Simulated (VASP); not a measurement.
# SnSe2: how numerical settings change the zone-centre modes, part 3 of 3

How far do the zone-centre frequencies of SnSe2 depend on the numerical settings? The starting structure is a measured crystal structure from the Crystallography Open Database.

VASP 6.6.1.

Results so far: reference A2u 243.3 cm⁻¹; a 4×4×2 mesh A2u 243.3 cm⁻¹; a cutoff of 240 eV A2u 243.7 cm⁻¹.

### 5. Modes with an 8×8×6 mesh

Level of this step: LDA; plane waves and PAW (Sn_d, Se) (VASP).

Against step 2 the input has an 8×8×6 mesh.

File INCAR:

```
SYSTEM = SnSe2
PREC = Accurate
ENCUT = 450
EDIFF = 1E-08
NELM = 100
ISMEAR = 0
SIGMA = 0.03
LREAL = .FALSE.
ALGO = Normal
GGA = CA
NBANDS = 19
LORBIT = 11
LWAVE = .FALSE.
LCHARG = .FALSE.
KPAR = 2
IBRION = 8
LEPSILON = .TRUE.
ISIF = 2
```

File POSCAR:

```
SnSe2
1.0
    3.8071073613      0.0000000000      0.0000000000
   -1.9035536806      3.2970516898      0.0000000000
    0.0000000000      0.0000000000      5.8876560292
Sn Se
1 2
Direct
    0.0000000000      0.0000000000      0.0000000000
    0.6666666667      0.3333333333      0.7323637513
    0.3333333333      0.6666666667      0.2676362487
```

File KPOINTS:

```
Automatic mesh
0
Gamma
8 8 6
0 0 0
```

The projector-augmented-wave data sets are Sn_d and Se (LDA family, release 64).

Command:

```bash
mpirun -np 2 vasp_std
```

The log of the run:

```text
[... set-up lines as in an earlier step ...]
 entering main loop
       N       E                     dE             d eps       ncg     rms          rms(c)
DAV:   1     0.192250417121E+03    0.19225E+03   -0.11349E+04  1928   0.145E+03
DAV:   2     0.689331722205E+01   -0.18536E+03   -0.17996E+03  2035   0.367E+02
DAV:   3    -0.133613212153E+02   -0.20255E+02   -0.19687E+02  2376   0.111E+02
DAV:   4    -0.140627022241E+02   -0.70138E+00   -0.69999E+00  2216   0.215E+01
[...]
DAV:  13    -0.137922030756E+02   -0.61981E-07   -0.25984E-07  2115   0.414E-03    0.145E-03
DAV:  14    -0.137922030642E+02    0.11381E-07   -0.41817E-08  2062   0.126E-03    0.434E-04
DAV:  15    -0.137922030646E+02   -0.33060E-09   -0.37359E-09  1127   0.425E-04
   1 F= -.13792203E+02 E0= -.13792203E+02  d E =-.485447E-11
 Linear response reoptimize wavefunctions to high precision
DAV:   1    -0.137922030646E+02   -0.18645E-10   -0.44740E-10  1223   0.179E-04
 Linear response G [H, r] |phi>, progress :
  Direction:   1
       N       E                     dE             d eps       ncg     rms
[...]
RMM:  10    -0.803639167047E-01    0.81495E-08   -0.61687E-09 15586   0.306E-05    0.283E-06
 first order change of Fermi-energy  -0.19194E-05
 force on displaced ion       2 direction 1 :  -3.672   0.000   0.000
 Born effective charge ion    2 direction 1 :  -2.706  -0.001  -0.000
 Linear response progress:
  Degree of freedom:   4/  4
       N       E                     dE             d eps       ncg     rms          rms(c)
RMM:   1    -0.993467725903E-01   -0.99347E-01    0.65765E-02  4202   0.154E+00
RMM:   2    -0.972640357105E-01    0.20827E-02   -0.22831E-03  3373   0.258E-01    0.940E-02
RMM:   3    -0.971328240969E-01    0.13121E-03   -0.25891E-04  3613   0.805E-02    0.445E-02
RMM:   4    -0.971244634521E-01    0.83606E-05   -0.46029E-05  3681   0.399E-02    0.197E-02
[...]
RMM:   9    -0.971420166057E-01    0.59813E-07    0.72834E-08  3743   0.192E-04    0.295E-05
RMM:  10    -0.971419416928E-01    0.74913E-07   -0.45453E-08  4009   0.628E-05    0.824E-06
RMM:  11    -0.971419500193E-01   -0.83265E-08   -0.85139E-08  3920   0.236E-05    0.218E-06
 first order change of Fermi-energy  -0.89170E+00
 force on displaced ion       2 direction 3 :   0.000  -0.000  -8.434
 Born effective charge ion    2 direction 3 :   0.000  -0.000  -1.359
 Born effective charges drift removed
 Linear response finished
```

It took 7.2 min on 2 MPI ranks of Intel Xeon 6975P-C (Granite Rapids), shared host; peak memory 1.2 GiB; 14 min of CPU time.

Parts of OUTCAR (step 5):

```text
  Total       -0.0281526     -0.0281526      0.0306046     -0.0000000      0.0000000      0.0000000
  in kB       -0.6103315     -0.6103315      0.6634892     -0.0000000      0.0000000      0.0000000
  external PRESSURE =      -0.1857246 kB  Pullay stress =       0.0000000 kB

 POSITION                                       TOTAL-FORCE (eV/Angst)
 -----------------------------------------------------------------------------------
      0.00000      0.00000      0.00000        -0.000000      0.000000      0.000000
      1.90355      1.09902      4.31191        -0.000000      0.000000     -0.009438
     -0.00000      2.19803      1.57575         0.000000      0.000000      0.009438
 -----------------------------------------------------------------------------------
    total drift:                                0.000000     -0.000000      0.000000

 MACROSCOPIC STATIC DIELECTRIC TENSOR (including local field effects in DFT)
 ------------------------------------------------------
          15.386971     0.000000     0.000000
           0.000000    15.386971     0.000000
          -0.000000     0.000000    17.706849
 ------------------------------------------------------

 MACROSCOPIC STATIC DIELECTRIC TENSOR IONIC CONTRIBUTION
 ------------------------------------------------------
          12.998670     0.000000     0.000000
           0.000000    12.998670    -0.000000
           0.000000    -0.000000     1.168549
 ------------------------------------------------------

[... 1 part as in an earlier step ...]

[... 1 further part left out ...]
```

With an 8×8×6 mesh the modes are A2u 242.6, A1g 181.4, Eu 145.6, Eg 127.4 cm⁻¹; the largest shift is -0.7 cm⁻¹, in A2u, from the reference.

### 6. Modes with finite displacements

Against step 2 the input has IBRION = 6, NFREE = 2, POTIM = 0.015 and no LEPSILON (also changed: NSW).

INCAR: that of step 5 with these lines changed.

```diff
@@ -15,4 +15,6 @@
 KPAR = 2
-IBRION = 8
-LEPSILON = .TRUE.
+IBRION = 6
+NFREE = 2
+POTIM = 0.015
+NSW = 1
 ISIF = 2
```

POSCAR is that of step 5.

File KPOINTS:

```
Automatic mesh
0
Gamma
6 6 4
0 0 0
```

Command:

```bash
mpirun -np 2 vasp_std
```

The log of the run:

```text
[... set-up lines as in an earlier step ...]
 entering main loop
       N       E                     dE             d eps       ncg     rms          rms(c)
[... 15 cycles as in an earlier step ...]
   1 F= -.13781211E+02 E0= -.13781211E+02  d E =-.192065E-12
[... from here on, the cycles between the ionic steps are left out ...]
   2 F= -.13780620E+02 E0= -.13780620E+02  d E =-.204642E-12
   3 F= -.13780620E+02 E0= -.13780620E+02  d E =-.205040E-12
   4 F= -.13779566E+02 E0= -.13779566E+02  d E =-.280689E-12
   5 F= -.13779566E+02 E0= -.13779566E+02  d E =-.280458E-12
   6 F= -.13780801E+02 E0= -.13780801E+02  d E =-.419427E-12
   7 F= -.13780801E+02 E0= -.13780801E+02  d E =-.421500E-12
   8 F= -.13780242E+02 E0= -.13780242E+02  d E =-.399543E-11
   9 F= -.13780286E+02 E0= -.13780286E+02  d E =-.103942E-13
 Finite differences progress:
  Degree of freedom:   4/  4
  Displacement:        2/  2
  Total:               8/  8
```

Elapsed: 72 s, on 2 MPI ranks; peak memory 0.56 GiB; 2.4 min of CPU time.

OUTCAR, selected parts (step 6):

```text
  Total       -0.0700797     -0.0700797     -0.2052555     -0.0000000      0.0000000      0.0000000
  in kB       -1.5192860     -1.5192860     -4.4498165     -0.0000000      0.0000000      0.0000000
  external PRESSURE =      -2.4961295 kB  Pullay stress =       0.0000000 kB

 POSITION                                       TOTAL-FORCE (eV/Angst)
 -----------------------------------------------------------------------------------
      0.00000      0.00000      0.00000        -0.000000      0.000000     -0.108963
      1.90355      1.09902      4.29691         0.000000      0.000000      0.125127
     -0.00000      2.19803      1.57575         0.000000     -0.000000     -0.016164
 -----------------------------------------------------------------------------------
    total drift:                                0.000000      0.000000      0.000067

  FREE ENERGIE OF THE ION-ELECTRON SYSTEM (eV)
  ---------------------------------------------------
  free  energy   TOTEN  =       -13.7802858621 eV

  energy  without entropy=      -13.7802858621  energy(sigma->0) =      -13.78028586

[... 2 parts as in an earlier step ...]

[... 1 further part left out ...]
[key lines of the parts left out:]
E-fermi :   4.9233
```

The last energy, forces and stress in OUTCAR belong to the last displaced cell, not to that of POSCAR.

With finite displacements the modes are A2u 242.8, A1g 181.8, Eu 145.4, Eg 127.1 cm⁻¹; the largest shift is -0.5 cm⁻¹, in A2u, from the reference.

### 7. Comparison

```csv
run,A2u,A1g,Eu,Eg,method,core minutes
reference,243.3,181.9,145.4,127.2,perturbation theory,7.27
a 4×4×2 mesh,243.3,186.3,144.3,129.4,perturbation theory,2.07
a cutoff of 240 eV,243.7,181.8,146.7,127.6,perturbation theory,2.2
an 8×8×6 mesh,242.6,181.4,145.6,127.4,perturbation theory,14.3
finite displacements,242.8,181.8,145.4,127.1,finite displacements,2.4
```

Modes are in cm⁻¹, degenerate ones as one, matched between runs by symmetry and order. A number in brackets counts the listed modes of one symmetry from the lowest. The symmetry labels come from an automatic analysis and can be wrong where levels nearly coincide. Core minutes are wall time times ranks of the run shown, on a shared host.

### 8. Results

```
A2u, reference            : 243.3 cm⁻¹
Eg, reference             : 127.2 cm⁻¹
A2u, a 4×4×2 mesh         : 243.3 cm⁻¹
Eg, a 4×4×2 mesh          : 129.4 cm⁻¹
A2u, a cutoff of 240 eV   : 243.7 cm⁻¹
Eg, a cutoff of 240 eV    : 127.6 cm⁻¹
A2u, an 8×8×6 mesh        : 242.6 cm⁻¹
Eg, an 8×8×6 mesh         : 127.4 cm⁻¹
A2u, finite displacements : 242.8 cm⁻¹
Eg, finite displacements  : 127.1 cm⁻¹
```

In words: The largest change comes with a 4×4×2 mesh: +4.4 cm⁻¹ in A1g. On finer settings the modes change by up to -0.7 cm⁻¹ in A2u with an 8×8×6 mesh. Other changes move the modes by more: +4.4 cm⁻¹ in A1g with a 4×4×2 mesh and +1.3 cm⁻¹ in Eu with a cutoff of 240 eV. The dielectric constants and Born charges in the logs aren't compared here; at a small gap they can be far off, and in a run without a gap they mean nothing. The frequencies are harmonic, and the splitting of polar modes by their long-range field is left out. Further runs on this material are not shown.

[Lines on the potential files, build, host, timing and source positions are cut from VASP's logs without a mark.]

[Logs are printed without paths, hosts, clocks, repeated set-up lines and the standing remarks that a program may print on its own settings, such as how far it seeks lower states.]

[Hosts, paths, dates, database ids (printed as entryN), source tags and the programs' standing remarks are cut or masked in the printed files.]
